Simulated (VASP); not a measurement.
All values below come from PBEsol GGA, VASP's PBE PAW potentials (set 64) (plane waves; VASP).

VASP input:

**KPOINTS**
```
Automatic mesh
0
Gamma
7 7 7
0 0 0
```

### POSCAR
```
PbSe
1.0
  0.0000000000   2.8728000000   2.8728000000
  2.8728000000   0.0000000000   2.8728000000
  2.8728000000   2.8728000000   0.0000000000
Pb Se
1 1
direct
  0.0000000000   0.0000000000   0.0000000000
  0.5000000000   0.5000000000   0.5000000000
```

INCAR:
```
SYSTEM = PbSe
PREC = Accurate
ENCUT = 400
EDIFF = 1E-6
NELM = 100
ALGO = Normal
LREAL = .FALSE.
LASPH = .TRUE.
ISMEAR = 0
SIGMA = 0.05
GGA = PS
LMAXMIX = 4
LWAVE = .FALSE.
LCHARG = .FALSE.
IBRION = 2
ISIF = 3
NSW = 60
EDIFFG = -0.01
```

POTCAR, in this order: Pb_d Se (PBE.64 set). Program: vasp_std.

Energy and stress use the plane-wave basis of the starting cell.

Question: Predict the energy per atom (σ→0), volume per atom.

Answer: 
```json
{
 "energy per atom (σ→0)": "-4.455 eV/atom",
 "volume_per_atom": "28.26 Å³/atom"
}
```

**OSZICAR**
```
...
DAV:   3    -0.890330023516E+01    0.30136E+00   -0.14224E+00   680   0.206E+01    0.571E-01
DAV:   4    -0.890774605487E+01   -0.44458E-02   -0.27389E-02   568   0.146E+00    0.297E-01
DAV:   5    -0.890936556182E+01   -0.16195E-02   -0.38997E-03   644   0.677E-01    0.847E-02
DAV:   6    -0.890934942564E+01    0.16136E-04   -0.22095E-04   686   0.194E-01    0.184E-02
DAV:   7    -0.890934035480E+01    0.90708E-05   -0.17191E-05   674   0.662E-02    0.675E-03
DAV:   8    -0.890933930278E+01    0.10520E-05   -0.52096E-06   566   0.205E-02    0.258E-03
DAV:   9    -0.890933932429E+01   -0.21509E-07   -0.44745E-07   280   0.828E-03
   3 F= -.89093393E+01 E0= -.89093393E+01  d E =-.344781E+00
```

The structure was generated: PbSe was put into the rock salt type (Fm-3m), which need not be its known phase. This run relaxes it. Symmetry was kept, so distortions that lower it aren't found.
